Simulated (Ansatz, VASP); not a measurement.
# Mo: VASP beside Ansatz

One calculation is typed for both programs; each brings its own data sets. How far apart do they land? Of the first pair: The structure shown is the start of the Ansatz relaxation below; VASP solves that cell, so the two are compared at the walk's first step.

Main program and level: Ansatz 0.2.0; plane waves, with VASP 6.6.1 beside it; single point at PBEsol.

### 1. Set-up

The cell holds 6 atoms: 6 Mo. Cell: a = 2.725 Å, b = 4.450 Å, c = 24.126 Å, α = 90.0°, β = 90.0°, γ = 144.7°. It derives from Mo. As first built, before any earlier steps moved the atoms (in the runner's words): stoichiometric True; symmetric True. Vacuum lies along c.

### 2. Ansatz: relaxation, PBEsol

Ansatz runs on its PAW soft_1 files.

The two programs are compared at the cell with which this relaxation starts, whose forces are those of its first step.

File input.yaml:

```yaml
crystal:
  lattice:
    - [2.7252347214, 0.0, 0.0]
    - [-3.6336462952, 2.5693759358, 0.0]
    - [0.0, 0.0, 24.1257241612]
  atoms:
    - { symbol: Mo, position: [1.0, 1.0, 0.730578035] }
    - { symbol: Mo, position: [1.0, 0.5, 0.638346821] }
    - { symbol: Mo, position: [1.0, 1.0, 0.546115607] }
    - { symbol: Mo, position: [1.0, 0.5, 0.453884393] }
    - { symbol: Mo, position: [1.0, 1.0, 0.361653179] }
    - { symbol: Mo, position: [1.0, 0.5, 0.269421965] }
kpoints:
  mp_grid: { grid: [18, 18, 1] }
scf:
  occupations: { method: fermi_dirac, width: 0.05 }
  n_extra_bands: 8
hamiltonian:
  xc: pbesol
  pseudopotentials: { kind: paw, azcp: { folder: soft_1 }, xc_functional: pbe }
output:
  forces: true
  write_potential: true
  volumetric_format: []
relax:
  f_tol: 0.03
  max_steps: 45
  constraints: [{ sites: [2, 3] }]
```

Run with:

```console
$ ansatz run input.yaml --threads 4 --pin off --max-ram 22528MiB --backend cpu --events-out ev --progress --plain --runs-dir out
```

Numbers of over 12 decimals in the logs are rounded to 6 here.

Output:

```text
scf.n_extra_bands = 8 over 42 filled bands (N_el = 84.0): the run solves 50 bands
Engine: ansatz 0.2.0, aarch64-unknown-linux-gnu
Pseudopotentials: kind: paw
Pseudopotential: Mo, paw, valence charge 14, recommended cutoff 420 eV (normal), soft_1/Mo.paw.azcp
Functional definition: PBEsol
  exchange = pbesol_x
  correlation = pbesol_c
Crystal: 6 atoms, lattice volume = 168.932 Å³
Basis set: ecut = 420 eV, 3363 PW (Γ), exchange–correlation on 40×60×324 points (8 copies of the dense FFT grid, shifted against one another)
Bands: 50, of which v1, the nominal top of the filled ones, is band 42 counted from 1 (41 counted from 0)
Symmetry: 8 space group operations
Space group: Cmme (ITA 67), of the structure as read, at distance tolerance 5.5e-5 Å
k-points: 91 of 324
Non-local potential: Mo, projectors of the file, l = 0: 3, l = 1: 2, l = 2: 2, l = 3: 1
PAW form: soft (Blöchl's): semilocal exchange-correlation on the pseudo side does not see the compensation charge
PAW frozen core: Mo, regenerated for the run's functional, and the local potential with it (the file was generated under x = pbe(κ = 0.804, μ = 0.219515), c = pbe(β = 0.066725))
PAW one-centre angular grid: Mo, 590 points (default); XC on 64 Gauss nodes
Initial density: superposition of atomic densities (neutral atoms: chi_scale 0, normalization atom)
Initial wavefunctions: pseudopotential atomic-orbital guess
Functional: x = pbesol(κ = 0.804, μ = 0.123457), c = pbesol(β = 0.046)
SCF iter   1: F=—  HF=-29387.269023 eV  |F-HF|=—  |Δ(HF+E_count)|=         —  Δρ=8.22e-2  dr2=3.57e1  ethr=3.10e-3  ⟨swp⟩=9.1  Hψ=21628  notcnv=0
preconditioner: auto → LDOS  [metal: Δε(μ)=0.023 eV  Ē_g=4.504 eV  σ=0.050 eV  W_gap=0.11  n_scr=18 (ndim 8)  ℏωp=17.1 eV  f_vac=0.383  D(μ)=3.96/eV (n_scr^D=14)  β→1.0]
SCF iter   2: F=—  HF=-29384.727669 eV  |F-HF|=—  |Δ(HF+E_count)|=    2.54e0  Δρ=5.84e-2  dr2=1.97e1  ethr=3.10e-3  ⟨swp⟩=4.2  Hψ=12566  notcnv=0  defer=36
SCF iter   3: F=—  HF=-29382.229572 eV  |F-HF|=—  |Δ(HF+E_count)|=    2.50e0  Δρ=8.72e-3  dr2=3.46e-1  ethr=3.10e-3  ⟨swp⟩=3.4  Hψ=10596  notcnv=0  defer=29
SCF iter   4: F=—  HF=-29382.168899 eV  |F-HF|=—  |Δ(HF+E_count)|=   6.07e-2  Δρ=2.67e-3  dr2=2.45e-2  ethr=4.12e-4  ⟨swp⟩=3.4  Hψ=9673  notcnv=0  defer=30
SCF iter   5: F=—  HF=-29382.163870 eV  |F-HF|=—  |Δ(HF+E_count)|=   5.03e-3  Δρ=8.67e-4  dr2=3.06e-3  ethr=2.92e-5  ⟨swp⟩=2.7  Hψ=8450  notcnv=0  defer=30
SCF iter   6: F=—  HF=-29382.164055 eV  |F-HF|=—  |Δ(HF+E_count)|=   1.84e-4  Δρ=3.09e-4  dr2=3.46e-4  ethr=3.64e-6  ⟨swp⟩=2.8  Hψ=7791  notcnv=0  defer=30
SCF iter   7: F=—  HF=-29382.164075 eV  |F-HF|=—  |Δ(HF+E_count)|=   2.05e-5  Δρ=1.06e-4  dr2=1.08e-4  ethr=4.12e-7  ⟨swp⟩=2.5  Hψ=6923  notcnv=0  defer=30
SCF iter   8: F=-29382.164065 eV  HF=-29382.164076 eV  |F-HF|=1.12e-5  |Δ(HF+E_count)|=   1.17e-6  Δρ=5.00e-5  dr2=1.75e-5  ethr=2.68e-8  ⟨swp⟩=12.2  Hψ=43886  notcnv=0
SCF 1 converged in 8 iterations: F = -29382.164065 eV  dr2 = 1.75e-5
  greatest PAW one-centre occupation: 0.999 electrons in one spin orbital (limit 2), on the Mo atom at site 3 (counted from 0), in its partial waves of l = 0
relax step   1: F+E_penalty+E_count = -29382.16406515 eV  Δ(F+E_penalty+E_count) = +0.000e0 eV  max|allowed force component| = 8.810e-1 eV/Å  Δτ_max = 0.0000 Å  (8 SCF iters, dr2 threshold 2.25e-5 eV, accepted)
[...]
relax step   4: F+E_penalty+E_count = -29382.28812939 eV  Δ(F+E_penalty+E_count) = +4.220e-4 eV  max|allowed force component| = 1.299e-1 eV/Å  Δτ_max = 0.0401 Å  (8 SCF iters, rejected (line search))
[...]
relax step   5: F+E_penalty+E_count = -29382.29071843 eV  Δ(F+E_penalty+E_count) = -2.167e-3 eV  max|allowed force component| = 9.218e-3 eV/Å  Δτ_max = 0.0200 Å  (7 SCF iters, accepted)
NSCF: frozen V_eff on 91 k-points
the band table was solved once a step of the walk had ended and its energy, with any forces and stress, was formed, with the checks that follow a solve (21058 applications of the Hamiltonian). They found nothing against the state; the energy, forces and stress were not computed again (output.eigenvalues in the input reference)
WARN: The output density's exchange-correlation potential varies sharply where the density is thin. Do not read a vacuum level from v_tot or v_xc, or from such a field of the output density. On a cell that repeats whose density bears no net charge and no dipole along the vacuum's axis use v_es (v_loc + v_h of the components); under efield.dipole_correction with no amplitude use v_es + v_field, which holds any externa [...]
SCF converged after 7 iterations
Free energy (F): -29382.290718 eV
Harris-Foulkes:  -29382.290718 eV  (|F-HF|=5.03e-8)
Internal energy: -29382.254738 eV  (E = F + TS)
E sigma→0 (E₀):  -29382.272728 eV
Entropy (-TS):   -0.035980 eV (-5.997 meV/atom)
Fermi energy:    9.645283 eV
--- Per-component energies (eV) ---
  E_band       = -1284.186827
  E_kinetic    = 2532.913157
  E_local      = -82855.078964  (includes V_loc(G=0)·N_el)
  E_nonlocal   = 902.585796
  E_hartree    = 40207.315245
  E_xc         = -1049.329897
  E_vxc        = -1312.700836  (∫ρ·V_xc dr)
  E_paw        = -18926.461326  (= ΣΔE_a)
  E_vpaw       = -966.602488  (= ΣTr[D̂ρ^β])
  E_aug_tail   = 0.000273  (compensation charges beyond the density's cutoff)
  E_ewald      = 29804.545177
  E_core_change = 1.255800  (= ΣΔE_core)
  E_smearing   = -0.035980  (= −TS)
  E_closure    = -0.000000  (closes the sum)
  Σ components = -29382.290718   (vs F -29382.290718, Δ=0.00e0)
--- Forces (eV/Å), atoms counted from 1 ---
  atom   1  Mo     0.00000000     0.00000000     0.00921798
  atom   2  Mo     0.00000000     0.00000000     0.00165256
  atom   3  Mo     0.00000000     0.00000000    -0.13708191
  atom   4  Mo     0.00000000     0.00000000     0.13708191
  atom   5  Mo     0.00000000     0.00000000    -0.00165256
  atom   6  Mo     0.00000000     0.00000000    -0.00921798
  max |Σ_I F_I| component: 1.73e-18 eV/Å
--- Band table (eV; the first three rows and the last of 91) ---
  k-point 0: bands = [... 38 lower, 8.3051, 8.3755, 8.4028, 8.8392, 9.1827, 10.0820, 10.4083, 10.7436, ... 4 higher]
  k-point 1: bands = [... 38 lower, 8.2384, 8.4133, 8.5770, 8.9110, 9.1038, 10.0956, 10.2858, 10.6288, ... 4 higher]
  k-point 2: bands = [... 38 lower, 8.1176, 8.5106, 8.6925, 8.8305, 9.4096, 9.6167, 10.0270, 10.4977, ... 4 higher]
  k-point 90: bands = [... 38 lower, 9.9768, 10.0503, 10.3717, 10.7139, 10.8708, 11.2540, 11.8924, 11.8990, ... 4 higher]
--- Relaxed structure (5 steps of the walk, 4 accepted, 0 SCFs on fresh bases) ---
  F+E_penalty+E_count = -29382.29071843 eV   max|allowed force component| = 9.218e-3 eV/Å
  atoms:
    - { symbol: Mo, position: [1.000000, 1.000000, 0.724518] }
    - { symbol: Mo, position: [1.0, 0.500000, 0.637778] }
    - { symbol: Mo, position: [1.000000, 1.000000, 0.546115607] }
    - { symbol: Mo, position: [1.0, 0.500000, 0.453884393] }
    - { symbol: Mo, position: [1.000000, 1.000000, 0.362222] }
    - { symbol: Mo, position: [1.0, 0.500000, 0.275482] }
```

In the SCF lines HF is the Harris–Foulkes energy and dr2 the Hartree energy of the density residual, in eV; the loop may stop once dr2 is under the threshold and the program's other checks hold. Hψ counts applications of the Hamiltonian.

### 3. VASP: single point, PBEsol, start cell, pair 1

The same cell, functional, mesh and smearing now go to VASP, with its own data sets.

Lines of VASP's logs that name or quote its potential files are left out, and so is its time.

File INCAR:

```
SYSTEM = Mo
PREC = Accurate
ENCUT = 400
EDIFF = 1E-06
NELM = 120
ISMEAR = -1
SIGMA = 0.05
LREAL = .FALSE.
ALGO = Normal
GGA = PS
NBANDS = 52
LASPH = .TRUE.
LORBIT = 11
LWAVE = .FALSE.
LCHARG = .FALSE.
ISIF = 2
GGA_COMPAT = .FALSE.
KPAR = 2
```

File POSCAR:

```
Mo
1.0
    2.7252347214      0.0000000000      0.0000000000
   -3.6336462952      2.5693759358      0.0000000000
    0.0000000000      0.0000000000     24.1257241612
Mo
6
Direct
    0.9999998894      0.0000000250      0.7305780288
    0.9999998894      0.5000000250      0.6383468077
    0.9999998894      0.0000000250      0.5461155866
    0.9999998894      0.5000000250      0.4538844068
    0.9999998894      0.0000000250      0.3616531858
    0.9999998894      0.5000000250      0.2694219646
```

File KPOINTS:

```
Automatic mesh
0
Gamma
18 18 1
0 0 0
```

Potentials, in the order of the species: Mo_sv (PBE family, release 64).

Run with:

```console
$ mpirun -np 2 vasp_std
```

Output:

```text
[banner, memory and clock lines left out]
running    2 mpi-ranks, on    1 nodes
 distrk:  each k-point on    1 cores,    2 groups
 distr:  one band on    1 cores,    1 groups

 POSCAR found type information on POSCAR Mo
 POSCAR found :  1 types and       6 ions
|                                                                             |
|               ----> ADVICE to this user running VASP <----                  |
|                                                                             |
|     You enforced a specific xc type in the INCAR file but a different       |
|     [... a line on the potential file left out ...]
|     I HOPE YOU KNOW WHAT YOU ARE DOING!                                     |
|                                                                             |

 LDA part: xc-table for (Slater+PW92), standard interpolation
 POSCAR, INCAR and KPOINTS ok, starting setup
 FFT: planning ... GRIDC
 FFT: planning ... GRID_SOFT
 FFT: planning ... GRID
 WAVECAR not read
 entering main loop
       N       E                     dE             d eps       ncg     rms          rms(c)
DAV:   1     0.867938091150E+03    0.86794E+03   -0.49148E+04 11600   0.130E+03
DAV:   2    -0.416698170345E+02   -0.90961E+03   -0.88622E+03 10656   0.454E+02
DAV:   3    -0.723310981117E+02   -0.30661E+02   -0.29692E+02 12796   0.738E+01
DAV:   4    -0.731761727182E+02   -0.84507E+00   -0.82366E+00 12072   0.991E+00
DAV:   5    -0.732103406984E+02   -0.34168E-01   -0.33405E-01 12604   0.159E+00    0.359E+01
DAV:   6    -0.763040660951E+02   -0.30937E+01   -0.45977E+01 12284   0.324E+01    0.190E+01
DAV:   7    -0.119140120348E+03   -0.42836E+02   -0.48140E+02 13352   0.574E+01    0.412E+01
DAV:   8    -0.725704381714E+02    0.46570E+02   -0.10772E+02 11808   0.321E+01    0.166E+01
DAV:   9    -0.679934514531E+02    0.45770E+01   -0.51187E+01 12984   0.188E+01    0.530E+00
DAV:  10    -0.680065428452E+02   -0.13091E-01   -0.47720E+00 12476   0.746E+00    0.463E+00
DAV:  11    -0.680149352063E+02   -0.83924E-02   -0.25595E-01 12044   0.151E+00    0.445E+00
DAV:  12    -0.680486849704E+02   -0.33750E-01   -0.32332E-02 12644   0.688E-01    0.487E+00
DAV:  13    -0.678811690576E+02    0.16752E+00   -0.11527E+00 10728   0.516E+00    0.280E+00
DAV:  14    -0.678768891834E+02    0.42799E-02   -0.44903E-02 11708   0.110E+00    0.218E+00
[...]
DAV:  19    -0.678486400592E+02    0.38775E-04   -0.31052E-04 11412   0.810E-02    0.452E-02
DAV:  20    -0.678486909505E+02   -0.50891E-04   -0.93228E-05 12592   0.433E-02    0.442E-02
DAV:  21    -0.678487342865E+02   -0.43336E-04   -0.48069E-05 11236   0.353E-02    0.277E-02
DAV:  22    -0.678487815588E+02   -0.47272E-04   -0.36519E-05 10620   0.348E-02    0.193E-02
DAV:  23    -0.678488114594E+02   -0.29901E-04   -0.90524E-06  9444   0.185E-02    0.617E-03
DAV:  24    -0.678488277427E+02   -0.16283E-04   -0.15576E-06  6868   0.482E-03    0.390E-03
DAV:  25    -0.678488308294E+02   -0.30867E-05   -0.32592E-07  5872   0.313E-03    0.192E-03
DAV:  26    -0.678488316474E+02   -0.81803E-06   -0.12499E-07  5660   0.144E-03
   1 F= -.67848832E+02 E0= -.67827904E+02  d E =-.418545E-01
```

Parts of OUTCAR (step 3):

```text
ion  position               nearest neighbor table
   1  1.000  0.000  0.731-   2 2.73   2 2.73   2 3.15   2 3.15
   2  1.000  0.500  0.638-   1 2.73   1 2.73   3 2.73   3 2.73   1 3.15   1 3.15   3 3.15   3 3.15

  LATTYP: Found a base centered orthorhombic cell.
 ALAT       =     3.1468300000
 B/A-ratio  =     1.4142135624
 C/A-ratio  =     7.6666754038

 Subroutine GETGRP returns: Found  8 space group operations
 (whereof  4 operations were pure point group operations)

The static configuration has the point symmetry C_2v.
 The point group associated with its full space group is D_2h.

 Found     91 irreducible k-points:

   k-points           NKPTS =     91   k-points in BZ     NKDIM =     91   number of bands    NBANDS=     52

   dimension x,y,z NGX =    18 NGY =   30 NGZ =  160
   dimension x,y,z NGXF=    36 NGYF=   60 NGZF=  320

   ENCUT  =  400.0 eV  29.40 Ry    5.42 a.u.   4.44  7.26 39.34*2*pi/ulx,y,z

   NELECT =      84.0000    total number of electrons

 k-points in reciprocal lattice and weights: Automatic mesh
   0.00000000  0.00000000  0.00000000       0.003
   0.05555556  0.00000000  0.00000000       0.006
   0.11111111  0.00000000  0.00000000       0.006
   0.16666667 -0.00000000  0.00000000       0.006
   0.22222222  0.00000000  0.00000000       0.006
   0.27777778  0.00000000  0.00000000       0.006
   0.33333333  0.00000000  0.00000000       0.006
   0.38888889  0.00000000  0.00000000       0.006
   0.44444444  0.00000000  0.00000000       0.006
[...]
0.16666667  0.50000000  0.00000000       0.012
   0.22222222  0.50000000  0.00000000       0.012

 average (electrostatic) potential at core
       1 -76.5349       2 -76.6980       3 -76.6461       4 -76.6461       5 -76.6980
       6 -76.5349

 E-fermi :   4.8806

 k-point     1 :       0.0000    0.0000    0.0000
  band No.  band energies     occupation
    ...
     39       3.5051      2.00000
     40       3.5630      2.00000
     41       3.7455      2.00000
     42       4.4190      1.99980
     43       4.4527      1.99962
     44       5.4100      0.00005
     45       5.5562      0.00000
     46       6.0245      0.00000
     47       6.0474      0.00000
     48       6.1448      0.00000
    ...

 k-point     2 :       0.0556    0.0000    0.0000
  band No.  band energies     occupation
    ...
     39       3.3833      2.00000
     40       3.5701      2.00000
     41       4.0206      2.00000
     42       4.0401      2.00000
     43       4.8909      0.89693
     44       4.9852      0.21952
     45       5.6136      0.00000
     46       6.0314      0.00000
     47       6.1599      0.00000
     48       6.1737      0.00000
    ...

 k-point     3 :       0.1111    0.0000    0.0000
  band No.  band energies     occupation
    ...
     40       3.3624      2.00000
     41       3.9365      2.00000
     42       3.9999      2.00000
     43       4.6245      1.98814
     44       4.8007      1.66337
     45       5.4441      0.00003
     46       5.7356      0.00000
     47       5.9221      0.00000
     48       6.4221      0.00000
     49       6.5153      0.00000
    ...

  Total       -7.1808013     -7.1180191     -5.5201294      0.0887874      0.0000000      0.0000000
  in kB      -68.1038348    -67.5083989    -52.3537644      0.8420735      0.0000000      0.0000000
  external PRESSURE =     -62.6553327 kB  Pullay stress =       0.0000000 kB

  energy-cutoff  :      400.00
  volume of cell :      168.93
      direct lattice vectors                 reciprocal lattice vectors
     2.725234721  0.000000000  0.000000000     0.366940870  0.518932755  0.000000000
    -3.633646295  2.569375936  0.000000000     0.000000000  0.389199566  0.000000000
     0.000000000  0.000000000 24.125724161     0.000000000  0.000000000  0.041449533

 POSITION                                       TOTAL-FORCE (eV/Angst)
 -----------------------------------------------------------------------------------
      2.72523      0.00000     17.62572         0.000000      0.000000     -0.859182
      0.90841      1.28469     15.40058         0.000000      0.000000      0.694348
      2.72523      0.00000     13.17543         0.000000      0.000000     -0.021523
      0.90841      1.28469     10.95029         0.000000      0.000000      0.021523
      2.72523      0.00000      8.72515         0.000000      0.000000     -0.694348
      0.90841      1.28469      6.50000         0.000000      0.000000      0.859182
 -----------------------------------------------------------------------------------
    total drift:                                0.003619     -0.000435      0.001663

  FREE ENERGIE OF THE ION-ELECTRON SYSTEM (eV)
  ---------------------------------------------------
  free  energy   TOTEN  =       -67.8488316474 eV

  energy  without entropy=      -67.8069771959  energy(sigma->0) =      -67.82790442

 total charge
# of ion       s       p       d       tot
------------------------------------------
    1        2.376   6.131   3.880  12.387
    2        2.383   6.205   3.914  12.503
    3        2.384   6.210   3.912  12.506
    4        2.384   6.210   3.912  12.506
    5        2.383   6.205   3.914  12.503
    6        2.376   6.131   3.880  12.387
--------------------------------------------------
tot         14.287  37.093  23.411  74.792

[... 3 further parts left out ...]
```

### 4. Side by side

Known differences besides the potentials themselves: the cutoff is 420 eV in Ansatz and 400 eV in VASP; Ansatz makes its cores anew for this functional, VASP keeps those of its PBE data sets. Total energies have different zeros and are not compared.

Forces (eV/Å; atoms numbered as in POSCAR):

```tsv
atom	Ansatz x, y, z	VASP x, y, z
Mo1	0.000, 0.000, -0.881	0.000, 0.000, -0.859
Mo2	0.000, 0.000, 0.691	0.000, 0.000, 0.694
Mo3	0.000, 0.000, -0.020	0.000, 0.000, -0.022
Mo4	0.000, 0.000, 0.020	0.000, 0.000, 0.022
Mo5	0.000, 0.000, -0.691	0.000, 0.000, -0.694
Mo6	0.000, 0.000, 0.881	0.000, 0.000, 0.859
```

The forces differ by 7.3 meV/Å r.m.s., which is 2.0 % of the r.m.s. force of 0.368 eV/Å (both taken over all components). With vacuum in the cell, a pressure given here is an average over mostly empty space and none of the material.

### 5. Ansatz: relaxation, PBEsol

This run makes the geometry at which the two programs are then compared.

The structure compared here is the end of the Ansatz relaxation.

input.yaml is that of step 2.

Run with:

```console
$ ansatz run input.yaml --threads 4 --pin off --max-ram 22528MiB --backend cpu --events-out ev --progress --plain --runs-dir out
```

Output:

```text
[...]
Crystal: 6 atoms, lattice volume = 168.932 Å³
Basis set: ecut = 420 eV, 3363 PW (Γ), exchange–correlation on 40×60×324 points (8 copies of the dense FFT grid, shifted against one another)
Bands: 50, of which v1, the nominal top of the filled ones, is band 42 counted from 1 (41 counted from 0)
Symmetry: 8 space group operations
[...]
k-points: 91 of 324
[...]
--- Relaxed structure (5 steps of the walk, 4 accepted, 0 SCFs on fresh bases) ---
  F+E_penalty+E_count = -29382.29071843 eV   max|allowed force component| = 9.218e-3 eV/Å
  atoms:
    - { symbol: Mo, position: [1.000000, 1.000000, 0.724518] }
    - { symbol: Mo, position: [1.0, 0.500000, 0.637778] }
    - { symbol: Mo, position: [1.000000, 1.000000, 0.546115607] }
    - { symbol: Mo, position: [1.0, 0.500000, 0.453884393] }
    - { symbol: Mo, position: [1.000000, 1.000000, 0.362222] }
    - { symbol: Mo, position: [1.0, 0.500000, 0.275482] }
[key lines of the parts left out:]
SCF converged after 7 iterations
Free energy (F): -29382.290718 eV
Fermi energy:    9.645283 eV
```

(Continued in part 2 of 2.)

[Lines on the potential files, build, host, timing and source positions are cut from VASP's logs without a mark.]

[Logs are printed without paths, hosts, clocks, repeated set-up lines and the standing remarks that a program may print on its own settings, such as how far it seeks lower states.]

[Hosts, paths, dates, database ids (printed as entryN), source tags and the programs' standing remarks are cut or masked in the printed files.]
